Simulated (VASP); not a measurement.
Computed with PBEsol GGA, VASP's PBE PAW potentials (set 64) (plane waves; VASP).

A VASP calculation is set up with these files.

### KPOINTS
```
kpoints
0
gamma
  9 9 1
0 0 0
```

INCAR:
```
# general
SYSTEM  = Mo(100) slab
PREC    = Normal
ENCUT   = 400
LREAL   = .FALSE.
LASPH   = .TRUE.

# electronic loop
EDIFF   = 1E-6
NELM    = 100
NELMIN  = 4
ALGO    = Normal
LMAXMIX = 4

# smearing
ISMEAR  = 1
SIGMA   = 0.1

# functional
GGA     = PS

# output
LWAVE   = .FALSE.
LCHARG  = .FALSE.
LORBIT  = 11
LVHAR   = .TRUE.

# other
LDIPOL  = .TRUE.
IDIPOL  = 3
DIPOL   = 0.5 0.5 0.5
```

File POSCAR:
```
Mo(100) slab
1.0
  3.1333041843   0.0000000000   0.0000000000
  0.0000000000   3.1333041843   0.0000000000
  0.0000000000   0.0000000000  24.3204086687
Mo
6
direct
  0.5000000000   0.0000000000   0.3455292769
  0.0000000000   0.5000000000   0.4016783429
  0.5000000000   0.0000000000   0.4692302737
  0.0000000000   0.5000000000   0.5307697263
  0.5000000000   0.0000000000   0.5983216571
  0.0000000000   0.5000000000   0.6544707231
```

POTCAR, in this order: Mo_sv (PBE.64 set). Program: vasp_std. Read from the step before: WAVECAR.

Output of the run:

File OUTCAR:
```
 ion  position               nearest neighbor table
   1  0.500  0.000  0.346-   2 2.60   2 2.60   2 2.60   2 2.60   3 3.01
   2  0.000  0.500  0.402-   1 2.60   1 2.60   1 2.60   1 2.60   3 2.76   3 2.76   3 2.76   3 2.76
                             4 3.14
   3  0.500  0.000  0.469-   4 2.67   4 2.67   4 2.67   4 2.67   2 2.76   2 2.76   2 2.76   2 2.76
                             1 3.01   5 3.14
   4  0.000  0.500  0.531-   3 2.67   3 2.67   3 2.67   3 2.67   5 2.76   5 2.76   5 2.76   5 2.76
                             6 3.01   2 3.14
   5  0.500  0.000  0.598-   6 2.60   6 2.60   6 2.60   6 2.60   4 2.76   4 2.76   4 2.76   4 2.76
                             3 3.14
   6  0.000  0.500  0.654-   5 2.60   5 2.60   5 2.60   5 2.60   4 3.01
  LATTYP: Found a simple tetragonal cell.
 ALAT       =     3.1333041843
 C/A-ratio  =     7.7619047619
 Subroutine PRICEL returns:
 Original cell was already a primitive cell.
 Subroutine GETGRP returns: Found 16 space group operations
The static configuration has the point symmetry D_2d.
 The point group associated with its full space group is D_4h.
The dynamic configuration has the point symmetry D_2d.
 Subroutine INISYM returns: Found 16 space group operations
 Subroutine IBZKPT returns following result:
 Found     15 irreducible k-points:

 Following reciprocal coordinates:
            Coordinates               Weight
  0.000000  0.000000  0.000000      1.000000
  0.111111  0.000000  0.000000      4.000000
  0.222222  0.000000  0.000000      4.000000
  0.333333  0.000000  0.000000      4.000000
  0.444444  0.000000  0.000000      4.000000
  0.111111  0.111111  0.000000      4.000000
  0.222222  0.111111  0.000000      8.000000
  0.333333  0.111111  0.000000      8.000000
  0.444444  0.111111  0.000000      8.000000
  0.222222  0.222222  0.000000      4.000000
  0.333333  0.222222  0.000000      8.000000
  0.444444  0.222222  0.000000      8.000000
  0.333333  0.333333  0.000000      4.000000
  0.444444  0.333333  0.000000      8.000000
  0.444444  0.444444  0.000000      4.000000
   k-points           NKPTS =     15   k-points in BZ     NKDIM =     15   number of bands    NBANDS=     50
   number of dos      NEDOS =    301   number of ions     NIONS =      6
   total plane-waves  NPLWV =  30720
   dimension x,y,z NGX =    16 NGY =   16 NGZ =  120
   dimension x,y,z NGXF=    32 NGYF=   32 NGZF=  240
   ions per type =               6
   PREC   = normal    normal or accurate (medium, high low for compatibility)
   ISTART =      1    job   : 0-new  1-cont  2-samecut
   ICHARG =      0    charge: 1-file 2-atom 10-const
   ISPIN  =      1    spin polarized calculation?
   LNONCOLLINEAR =      F non collinear calculations
   LSORBIT =      F    spin-orbit coupling
   INIWAV =      1    electr: 0-lowe 1-rand  2-diag
   ENCUT  =  400.0 eV  29.40 Ry    5.42 a.u.   5.11  5.11 39.66*2*pi/ulx,y,z
   NELM   =    100;   NELMIN=  4; NELMDL=  0     # of ELM steps
   EDIFF  = 0.1E-05   stopping-criterion for ELM
   LREAL  =      F    real-space projection
   NLSPLINE    = F    spline interpolate recip. space projectors
   LMAXMIX     =    4 max onsite mixed and CHGCAR
   VOSKOWN=      0    Vosko Wilk Nusair interpolation
   EDIFFG = 0.1E-04   stopping-criterion for IOM
   NSW    =      0    number of steps for IOM
   NBLOCK =      1;   KBLOCK =      1    inner block; outer block
   IBRION =     -1    ionic relax: 0-MD 1-quasi-New 2-CG
   NFREE  =      0    steps in history (QN), initial steepest desc. (CG)
   ISIF   =      2    stress and relaxation
   ISYM   =      2    0-nonsym 1-usesym 2-fastsym
   TEIN   =    0.0    initial temperature
   TEBEG  =    0.0;   TEEND  =   0.0 temperature during run
   SMASS  =  -3.00    Nose mass-parameter (am)
   PSTRESS=    0.0 pullay stress
   NELECT =      84.0000    total number of electrons
   EFERMI =   0.00;   METHOD = LEGACY
   ISMEAR =     1;   SIGMA  =   0.10  broadening in eV -4-tet -1-fermi 0-gaus
...
```

**OSZICAR**
```
       N       E                     dE             d eps       ncg     rms          rms(c)
DAV:   1    -0.663813735038E+02   -0.66381E+02   -0.54268E-04  1928   0.146E-01    0.566E-02
DAV:   2    -0.663821637741E+02   -0.79027E-03   -0.65612E-03  1880   0.483E-01    0.163E-01
DAV:   3    -0.663812511261E+02    0.91265E-03   -0.36621E-03  1996   0.357E-01    0.307E-02
DAV:   4    -0.663812477388E+02    0.33873E-05   -0.12997E-04  1894   0.564E-02    0.511E-03
DAV:   5    -0.663812482485E+02   -0.50977E-06   -0.52369E-06  1568   0.824E-03
   1 F= -.66381248E+02 E0= -.66382012E+02  d E =0.229148E-02
```

File OUTCAR:
```
------------------------ aborting loop because EDIFF is reached ----------------------------------------
  FORCE on cell =-STRESS in cart. coord.  units (eV):
  Direction    XX          YY          ZZ          XY          YZ          ZX
  --------------------------------------------------------------------------------------
  Total       -4.2923558     -4.2923558     -0.5120387      0.0000000      0.0000000      0.0000000
  in kB      -28.8025086    -28.8025086     -3.4358751      0.0000000      0.0000000      0.0000000
  external PRESSURE =     -20.3469641 kB  Pullay stress =       0.0000000 kB
  volume of cell :      238.77
      direct lattice vectors                 reciprocal lattice vectors
     3.133304184  0.000000000  0.000000000     0.319151905  0.000000000  0.000000000
     0.000000000  3.133304184  0.000000000     0.000000000  0.319151905  0.000000000
     0.000000000  0.000000000 24.320408669     0.000000000  0.000000000  0.041117730
 POSITION                                       TOTAL-FORCE (eV/Angst)
 -----------------------------------------------------------------------------------
      1.56665      0.00000      8.40341         0.000000     -0.000000     -0.003829
      0.00000      1.56665      9.76898         0.000000     -0.000000     -0.012469
      1.56665      0.00000     11.41187        -0.000000     -0.000000      0.026089
      0.00000      1.56665     12.90854         0.000000      0.000000     -0.026089
      1.56665      0.00000     14.55143        -0.000000     -0.000000      0.012469
      0.00000      1.56665     15.91700        -0.000000      0.000000      0.003829
 -----------------------------------------------------------------------------------
    total drift:                                0.000000      0.000000      0.000000
  FREE ENERGIE OF THE ION-ELECTRON SYSTEM (eV)
  ---------------------------------------------------
  free  energy   TOTEN  =       -66.3812482485 eV

  energy  without entropy=      -66.3835397332  energy(sigma->0) =      -66.38201208

 total charge

# of ion       s       p       d       tot
------------------------------------------
    1        2.378   6.088   4.050  12.516
    2        2.409   6.209   3.995  12.612
    3        2.387   6.211   3.955  12.553
    4        2.387   6.211   3.955  12.553
    5        2.409   6.209   3.995  12.612
    6        2.378   6.088   4.050  12.516
--------------------------------------------------
tot         14.347  37.014  24.000  75.362
```
(Selected blocks of OUTCAR.)

The cell is a thin slab with vacuum, built from Mo (bcc): (100) face.
